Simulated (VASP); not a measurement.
Method: PBE GGA, VASP's PBE PAW potentials (set 64) (plane waves; VASP).

The input files of a VASP run:

File POSCAR:
```
BAs
1
    0.0000000000     2.2816073264     2.2816073264
    2.2816073264     0.0000000000     2.2816073264
    2.2816073264     2.2816073264     0.0000000000
B As
1 1
Direct
  0.0000000000   0.0000000000   0.0000000000
  0.2500000000   0.2500000000   0.2500000000
```

**KPOINTS**
```
Automatic mesh
0
Gamma
10 10 10
0 0 0
```

INCAR:
```
SYSTEM = BAs
GGA = PE
PSTRESS = 450
LMAXMIX = 4
NELM = 100
LCHARG = .False.
PREC = Accurate
LWAVE = .False.
ENCUT = 620   ! plane-wave cut-off (eV)
LASPH = .True.
ALGO = Normal   ! blocked Davidson
ISMEAR = 0   ! Gaussian
EDIFFG = -0.02   ! ionic stop
LREAL = .False.   ! projection in real space or not
NSW = 40
SIGMA = 0.05   ! width (eV)
IBRION = 2   ! conjugate gradients
ISIF = 3   ! ions, shape and volume
EDIFF = 1E-6
```

POTCAR, in this order: B As (PBE.64 set). Program: vasp_std.

The resulting files:

### OSZICAR
```
       N       E                     dE             d eps       ncg     rms          rms(c)
DAV:   1     0.184357485395E+02    0.18436E+02   -0.46174E+03   752   0.105E+03
DAV:   2    -0.116081321514E+02   -0.30044E+02   -0.29056E+02  1096   0.124E+02
DAV:   3    -0.120190365950E+02   -0.41090E+00   -0.41090E+00   880   0.189E+01
DAV:   4    -0.120195451740E+02   -0.50858E-03   -0.50858E-03  1144   0.701E-01
DAV:   5    -0.120195455028E+02   -0.32875E-06   -0.32875E-06   848   0.926E-03    0.600E+00
DAV:   6    -0.111835707451E+02    0.83597E+00   -0.23649E+00   808   0.860E+00    0.296E+00
DAV:   7    -0.110835122714E+02    0.10006E+00   -0.35058E-01  1040   0.356E+00    0.107E+00
DAV:   8    -0.110747864192E+02    0.87259E-02   -0.23193E-02   808   0.112E+00    0.145E-01
DAV:   9    -0.110751397030E+02   -0.35328E-03   -0.53976E-04   984   0.207E-01    0.880E-02
DAV:  10    -0.110753044669E+02   -0.16476E-03   -0.26504E-04   888   0.125E-01    0.201E-02
DAV:  11    -0.110753075293E+02   -0.30624E-05   -0.80713E-06  1072   0.234E-02    0.178E-02
DAV:  12    -0.110753066998E+02    0.82948E-06   -0.20648E-06   808   0.104E-02
   1 F= -.44033282E+01 E0= -.44033282E+01  d E =-.440333E+01
       N       E                     dE             d eps       ncg     rms          rms(c)
DAV:   1    -0.100718516109E+02    0.10035E+01   -0.80445E+00   856   0.244E+01    0.333E+00
DAV:   2    -0.990547441812E+01    0.16638E+00   -0.17676E-01   816   0.299E+00    0.156E+00
DAV:   3    -0.984077350522E+01    0.64701E-01   -0.13422E-01   808   0.212E+00    0.703E-01
DAV:   4    -0.983894875744E+01    0.18247E-02   -0.38535E-03   968   0.471E-01    0.319E-01
DAV:   5    -0.983861820416E+01    0.33055E-03   -0.49466E-04   904   0.157E-01    0.147E-01
DAV:   6    -0.983861560995E+01    0.25942E-05   -0.16829E-05   840   0.355E-02    0.786E-03
DAV:   7    -0.983861509990E+01    0.51005E-06   -0.10927E-06   664   0.669E-03
   2 F= -.41974533E+01 E0= -.41974533E+01  d E =0.205875E+00
       N       E                     dE             d eps       ncg     rms          rms(c)
DAV:   1    -0.108909126250E+02   -0.10523E+01   -0.33305E+00   832   0.147E+01    0.200E+00
DAV:   2    -0.108150521293E+02    0.75860E-01   -0.98059E-02   800   0.217E+00    0.100E+00
DAV:   3    -0.107876623565E+02    0.27390E-01   -0.59137E-02   856   0.138E+00    0.312E-01
DAV:   4    -0.107865191099E+02    0.11432E-02   -0.21598E-03   928   0.335E-01    0.161E-01
DAV:   5    -0.107863819500E+02    0.13716E-03   -0.16967E-04   976   0.946E-02    0.875E-02
DAV:   6    -0.107863801751E+02    0.17749E-05   -0.88217E-06   832   0.246E-02    0.280E-03
DAV:   7    -0.107863803544E+02   -0.17932E-06   -0.90893E-07   584   0.563E-03
   3 F= -.44677795E+01 E0= -.44677795E+01  d E =-.644512E-01
       N       E                     dE             d eps       ncg     rms          rms(c)
DAV:   1    -0.107748563501E+02    0.11524E-01   -0.93105E-04   832   0.248E-01    0.326E-02
DAV:   2    -0.107748369918E+02    0.19358E-04   -0.26546E-05   800   0.353E-02    0.159E-02
DAV:   3    -0.107748311534E+02    0.58384E-05   -0.16016E-05   816   0.227E-02    0.600E-03
DAV:   4    -0.107748311590E+02   -0.55158E-08   -0.55823E-07   408   0.548E-03
   4 F= -.44678675E+01 E0= -.44678675E+01  d E =-.645392E-01
```

File OUTCAR:
```
------------------------ aborting loop because EDIFF is reached ----------------------------------------
  FORCE on cell =-STRESS in cart. coord.  units (eV):
  Direction    XX          YY          ZZ          XY          YZ          ZX
  --------------------------------------------------------------------------------------
  Total        6.2983629      6.2983629      6.2983629     -0.0000000      0.0000000      0.0000000
  in kB      449.3863364    449.3863364    449.3863364     -0.0000000      0.0000000      0.0000000
  external PRESSURE =      -0.6136636 kB  Pullay stress =     450.0000000 kB
  volume of cell :       22.46
      direct lattice vectors                 reciprocal lattice vectors
    -0.000000000  2.239216752  2.239216752    -0.223292363  0.223292363  0.223292363
     2.239216752  0.000000000  2.239216752     0.223292363 -0.223292363  0.223292363
     2.239216752  2.239216752 -0.000000000     0.223292363  0.223292363 -0.223292363
  FREE ENERGIE OF THE ION-ELECTRON SYSTEM (eV)
  ---------------------------------------------------
  free  energy   TOTEN  =       -10.7748311590 eV

  energy  without entropy=      -10.7748311590  energy(sigma->0) =      -10.77483116
  enthalpy is  TOTEN    =        -4.4678674669 eV   P V=        6.3069636921

 reached required accuracy - stopping structural energy minimisation
```
(Selected blocks of OUTCAR.)

**CONTCAR**
```
BAs
   1.00000000000000
    -0.0000000000000000    2.2392167524928599    2.2392167524928599
     2.2392167524928599    0.0000000000000000    2.2392167524928599
     2.2392167524928599    2.2392167524928599   -0.0000000000000000
  B               As
     1     1
Direct
     1.0000000000000000    0.0000000000000000    0.0000000000000000
     0.2500000000000000    0.2500000000000000    0.2500000000000000
```

Energy and stress use the plane-wave basis of the starting cell.

The compound is BAs in the zinc blende structure. This run relaxes it under an external pressure of 45 GPa. Symmetry was kept, so distortions that lower it aren't found.
